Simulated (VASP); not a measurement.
Output of a VASP run:

OUTCAR:
```
 ion  position               nearest neighbor table
   1  0.000  0.000  0.000-   3 2.30   3 2.30   2 2.31   2 2.31   2 2.31   2 2.31   3 2.33   3 2.33
  LATTYP: Found a face centered orthorhombic cell.
 ALAT       =     5.3206460000
 B/A-ratio  =     1.0055809013
 C/A-ratio  =     1.0068878854
 Subroutine PRICEL returns:
 Original cell was already a primitive cell.
 Subroutine GETGRP returns: Found  2 space group operations
The static configuration has the point symmetry C_2 .
The dynamic configuration has the point symmetry C_2 .
 Subroutine INISYM returns: Found  2 space group operations
 Subroutine IBZKPT returns following result:
 Found    476 irreducible k-points:

 Following reciprocal coordinates:
            Coordinates               Weight
  0.000000  0.000000  0.000000      1.000000
  0.083333  0.000000 -0.000000      4.000000
 -0.000000 -0.000000  0.083333      4.000000
  0.166667  0.000000  0.000000      4.000000
  0.000000 -0.000000  0.166667      4.000000
  0.250000  0.000000  0.000000      4.000000
  0.000000 -0.000000  0.250000      4.000000
  0.333333  0.000000  0.000000      4.000000
  0.000000  0.000000  0.333333      4.000000
  0.416667  0.000000  0.000000      4.000000
  0.000000  0.000000  0.416667      4.000000
  0.500000  0.000000  0.000000      2.000000
  0.000000 -0.000000  0.500000      2.000000
  0.083333  0.083333  0.000000      2.000000
  0.166667  0.083333  0.000000      4.000000
 -0.083333 -0.083333  0.083333      4.000000
  0.250000  0.083333  0.000000      4.000000
 -0.083333 -0.083333  0.166667      4.000000
  0.333333  0.083333  0.000000      4.000000
 -0.083333 -0.083333  0.250000      4.000000
  0.416667  0.083333  0.000000      4.000000
 -0.083333 -0.083333  0.333333      4.000000
  0.500000  0.083333 -0.000000      4.000000
 -0.083333 -0.083333  0.416667      4.000000
 -0.416667  0.083333 -0.000000      4.000000
 -0.083333 -0.083333  0.500000      4.000000
 -0.333333  0.083333  0.000000      4.000000
 -0.083333 -0.083333 -0.416667      4.000000
 -0.250000  0.083333 -0.000000      4.000000
 -0.083333 -0.083333 -0.333333      4.000000
 -0.166667  0.083333 -0.000000      4.000000
 -0.083333 -0.083333 -0.250000      4.000000
 -0.083333  0.083333  0.000000      4.000000
  0.166667  0.166667  0.000000      2.000000
  0.250000  0.166667 -0.000000      4.000000
 -0.166667 -0.166667  0.083333      4.000000
  0.333333  0.166667  0.000000      4.000000
 -0.166667 -0.166667  0.166667      4.000000
  0.416667  0.166667  0.000000      4.000000
 -0.166667 -0.166667  0.250000      4.000000
   k-points           NKPTS =    476   k-points in BZ     NKDIM =    476   number of bands    NBANDS=     17
   number of dos      NEDOS =    301   number of ions     NIONS =      3
   total plane-waves  NPLWV =  21952
   dimension x,y,z NGX =    28 NGY =   28 NGZ =   28
   dimension x,y,z NGXF=    56 NGYF=   56 NGZF=   56
   ions per type =               1   2
   PREC   = accura    normal or accurate (medium, high low for compatibility)
   ISTART =      0    job   : 0-new  1-cont  2-samecut
   ICHARG =      2    charge: 1-file 2-atom 10-const
   ISPIN  =      1    spin polarized calculation?
   LNONCOLLINEAR =      F non collinear calculations
   LSORBIT =      F    spin-orbit coupling
   INIWAV =      1    electr: 0-lowe 1-rand  2-diag
   ENCUT  =  520.0 eV  38.22 Ry    6.18 a.u.   7.01  7.04  7.02*2*pi/ulx,y,z
   NELM   =    100;   NELMIN=  2; NELMDL= -5     # of ELM steps
   EDIFF  = 0.1E-05   stopping-criterion for ELM
   LREAL  =      F    real-space projection
   NLSPLINE    = F    spline interpolate recip. space projectors
   LMAXMIX     =    4 max onsite mixed and CHGCAR
   VOSKOWN=      0    Vosko Wilk Nusair interpolation
   EDIFFG = 0.1E-04   stopping-criterion for IOM
   NSW    =      0    number of steps for IOM
   NBLOCK =      1;   KBLOCK =      1    inner block; outer block
...
```

**OSZICAR**
```
       N       E                     dE             d eps       ncg     rms          rms(c)
DAV:   1     0.201330566170E+03    0.20133E+03   -0.16071E+04 16801   0.156E+03
DAV:   2    -0.405470424560E+01   -0.20539E+03   -0.19999E+03 18230   0.386E+02
DAV:   3    -0.124421092827E+02   -0.83874E+01   -0.83695E+01 17744   0.877E+01
DAV:   4    -0.124831567627E+02   -0.41047E-01   -0.41040E-01 19061   0.608E+00
DAV:   5    -0.124833006280E+02   -0.14387E-03   -0.14386E-03 17737   0.316E-01    0.109E+01
DAV:   6    -0.107788592405E+02    0.17044E+01   -0.50980E+00 20901   0.433E+01    0.800E+00
DAV:   7    -0.108205150561E+02   -0.41656E-01   -0.84506E-01 16277   0.983E+00    0.463E+00
DAV:   8    -0.108152966388E+02    0.52184E-02   -0.14273E-01 17295   0.404E+00    0.698E-01
DAV:   9    -0.108070657015E+02    0.82309E-02   -0.38640E-02 20994   0.265E+00    0.846E-02
DAV:  10    -0.108076406307E+02   -0.57493E-03   -0.28449E-03 16599   0.665E-01    0.112E-01
DAV:  11    -0.108077180311E+02   -0.77400E-04   -0.10872E-04 18650   0.129E-01    0.345E-02
DAV:  12    -0.108077422238E+02   -0.24193E-04   -0.36833E-05 16542   0.608E-02    0.177E-02
DAV:  13    -0.108077439002E+02   -0.16764E-05   -0.60246E-06 18308   0.221E-02    0.344E-03
DAV:  14    -0.108077438033E+02    0.96937E-07   -0.56272E-07 12643   0.107E-02
   1 F= -.10807744E+02 E0= -.10807744E+02  d E =-.251671E-17
```

### OUTCAR
```
------------------------ aborting loop because EDIFF is reached ----------------------------------------
  FORCE on cell =-STRESS in cart. coord.  units (eV):
  Direction    XX          YY          ZZ          XY          YZ          ZX
  --------------------------------------------------------------------------------------
  Total        2.2021466      2.3772664      2.2323531      0.0000000      0.0814244      0.0000000
  in kB       92.5391634     99.8980953     93.8085090      0.0000000      3.4216357      0.0000000
  external PRESSURE =      95.4152559 kB  Pullay stress =       0.0000000 kB
  volume of cell :       38.13
      direct lattice vectors                 reciprocal lattice vectors
     0.000000000  2.660323000  2.675170000    -0.186661400  0.187947103  0.186904010
     2.678647000  0.000000000  2.675170000     0.186661400 -0.187947103  0.186904010
     2.678647000  2.660323000  0.000000000     0.186661400  0.187947103 -0.186904010
 POSITION                                       TOTAL-FORCE (eV/Angst)
 -----------------------------------------------------------------------------------
      0.00000      0.00000      0.00000         0.078907     -0.000000      0.000000
      1.33932      1.33016      1.33759         0.048612     -0.000000      0.000000
      4.04119      3.99048      4.01276        -0.127519      0.000000     -0.000000
 -----------------------------------------------------------------------------------
    total drift:                                0.000045     -0.000001     -0.000001
  FREE ENERGIE OF THE ION-ELECTRON SYSTEM (eV)
  ---------------------------------------------------
  free  energy   TOTEN  =       -10.8077438033 eV

  energy  without entropy=      -10.8077438033  energy(sigma->0) =      -10.80774380
```
(Selected blocks of OUTCAR.)

**POSCAR**
```
CdF2
1
    0.0000000000     2.6603230000     2.6751700000
    2.6786470000     0.0000000000     2.6751700000
    2.6786470000     2.6603230000     0.0000000000
Cd F
1 2
Direct
  0.0000000000   0.0000000000   0.0000000000
  0.2500000000   0.2500000000   0.2500000000
  0.7456650000   0.7543350000   0.7543350000
```

Question: Reconstruct the remaining input files.

Answer: Several could match; the one computed here: the input of the run itself, PBE GGA, plane waves, VASP's PBE PAW potentials (set 64).

KPOINTS:
```
K-points
0
Gamma
 12 12 12
```

**INCAR**
```
LASPH = .TRUE.   # aspherical one-centre terms
LREAL = .FALSE.
LWAVE = .FALSE.
PREC = Accurate
ENCUT = 520
LMAXMIX = 4
SIGMA = 0.05   # width (eV)
EDIFF = 1E-6   # SCF stop (eV)
SYSTEM = CdF2
ISMEAR = 0
GGA = PE
NELM = 100   # most electronic steps
LCHARG = .FALSE.
ISIF = 2   # forces and stress, cell fixed
ALGO = Normal
```

POTCAR, in this order: Cd F (PBE.64 set). Program: vasp_std.

The compound is CdF2 in the fluorite structure. The cell was not relaxed at this level, atoms are displaced from their ideal sites. The run is one of a series of settings (KPOINTS 12×12×12 Γ-centred mesh against the base run), some of them coarse on purpose.
